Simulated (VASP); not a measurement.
# CS₂: convergence, relaxation of the atoms

CS₂, molecule in box, 3 atoms in the cell. PBE, relaxation of the atoms; PAW potentials S, C (PBE set). VASP 6.6.1.

Wanted: energy within 1 meV/atom; two shortest distances of each atom within 0.01 Å.

POSCAR:
```
CS2
1.0
   12.0000000000      0.0000000000      0.0000000000
    0.0000000000     10.0000000000      0.0000000000
    0.0000000000      0.0000000000     11.0000000000
S C
2 1
Direct
    0.6190380000      0.4868620000      0.5690580000
    0.3833520000      0.5186420000      0.4372240000
    0.5008590000      0.5007960000      0.5029910000
```

The series start from Force threshold EDIFFG (eV/Å): -0.02; Electronic threshold EDIFF (eV): 1e-6; Relaxation method: conjugate gradient, POTIM 0.5; Mixing and least electronic steps: default. Each series keeps the choices made before it, and each single choice may use up half of a tolerance.

## Force threshold EDIFFG (eV/Å)

| Force threshold EDIFFG (eV/Å) | Energy less reference (meV/atom) | Two shortest distances of each atom, largest deviation (Å) | Time (s) |
|---|---|---|---|
| -0.1 | 0.2 | 0.001 | 14 |
| -0.05 | 0.0 | 0.001 | 16 |
| -0.03 | 0.0 | 0.001 | 19 |
| -0.02 | 0.0 | 0.001 | 16 |
| -0.01 | 0.0 | 0.000 | 21 |
| -0.005 | 0.0 | 0.000 | 20 |
| -0.002 (reference) | 0.0 | 0.000 | 22 |

Chosen: -0.1, the loosest value from which every tighter one stays within half of the tolerance.

## Electronic threshold EDIFF (eV)

| Electronic threshold EDIFF (eV) | Energy less reference (meV/atom) | Two shortest distances of each atom, largest deviation (Å) | Time (s) |
|---|---|---|---|
| 0.001 | 0.1 | 0.002 | 7.6 |
| 0.0001 | 0.0 | 0.001 | 10 |
| 1e-5 | 0.0 | 0.000 | 12 |
| 1e-6 | 0.0 | 0.000 | 14 |
| 1e-7 (reference) | 0.0 | 0.000 | 20 |

Chosen: 0.001.

## Relaxation method

| Relaxation method | Energy less reference (meV/atom) | Two shortest distances of each atom, largest deviation (Å) | Time (s) |
|---|---|---|---|
| conjugate gradient, POTIM 0.5 | 0.0 | 0.000 | 7.6 |
| conjugate gradient, POTIM 0.2 | 0.2 | 0.001 | 8.8 |
| conjugate gradient, POTIM 1.0 | 0.0 | 0.002 | 9.2 |
| quasi-Newton, POTIM 0.5 | -0.1 | 0.001 | 7.0 |
| quasi-Newton, POTIM 0.3, 10 steps kept | 0.2 | 0.000 | 5.7 |
| quasi-Newton, POTIM 0.5, at least 5 electronic steps | -0.2 | 0.001 | 9.3 |
| damped dynamics, POTIM 0.2, SMASS 0.4 | 5256.1 | 4.884 | 126 |
| damped dynamics, POTIM 0.4, SMASS 0.8 | crashed | crashed | 22 |
| velocity quench, POTIM 0.1 | -0.2 | 0.002 | 9.4 |

Chosen: quasi-Newton, POTIM 0.3, 10 steps kept; it saves 1.9 s of 7.6, so conjugate gradient, POTIM 0.5 would do nearly as well.

VASP's message at the runs that stop: internal error in: us.F  at line: 1398 internal ERROR SETYLM_AUG: -67 50 1454 53 -68 49 49 If you are not a developer, you should not encounter this problem. Please submit a bug report.

## Mixing and least electronic steps

| Mixing and least electronic steps | Energy less reference (meV/atom) | Two shortest distances of each atom, largest deviation (Å) | SCF iterations | Time (s) |
|---|---|---|---|---|
| default | 0.0 | 0.000 | 19 | 5.7 |
| MAXMIX 40 | 0.1 | 0.001 | 19 | 6.4 |
| NELMIN 4 | -0.1 | 0.000 | 22 | 8.4 |
| NELMIN 4, MAXMIX 40 | 0.0 | 0.000 | 22 | 7.3 |
| ALGO Fast | -0.1 | 0.000 | 20 | 8.6 |

Chosen: default; no other choice that stays within half of the tolerance saves 30 % of the time.

## All choices together

| Input | Energy less reference (meV/atom) | Two shortest distances of each atom, largest deviation (Å) | Time (s) |
|---|---|---|---|
| program defaults (naive) | 0.2 | 0.000 | 7.1 |
| chosen settings | 0.5 | 0.001 | 5.7 |
| reference settings throughout | 0.0 | 0.000 | 40 |

The tolerance is met.

Values of the reference run: Two shortest distances of each atom: 1.557, 1.557, 1.557, 1.557, 3.113, 3.113 A.

## The input

INCAR:
```
SYSTEM = CS2
PREC = Normal
ENCUT = 400
EDIFF = 0.001
ISMEAR = 0
SIGMA = 0.01
ISYM = 0
LREAL = .False.
LASPH = .True.
NELM = 100
ALGO = Normal
LWAVE = .False.
LCHARG = .False.
IBRION = 1
NSW = 150
ISIF = 2
EDIFFG = -0.1
POTIM = 0.3
KPAR = 1
NFREE = 10
```

KPOINTS:
```
k-points
0
Gamma
  1 1 1
```

Commands:
```
cat potpaw_PBE.64/S/POTCAR potpaw_PBE.64/C/POTCAR > POTCAR
mpirun -np 4 vasp_gam > vasp.out
```

The naive input happens to agree within the tolerance here, in 7.1 s.

The chosen input took VASP 6.6.1 5.7 s on 4 cores (Intel Xeon 6975P-C (Granite Rapids)), a shared host.

## An input that fails: ionic step far too long

VASP's message: EDDAV: Call to ZHEGV failed. Returncode = 11 2 16.

Changes against the starting input:
```
- NELM = 100
- IBRION = 2
- NSW = 150
- POTIM = 0.5
+ NELM = 60
+ IBRION = 3
+ NSW = 30
+ POTIM = 5.0
+ SMASS = 0.4
```
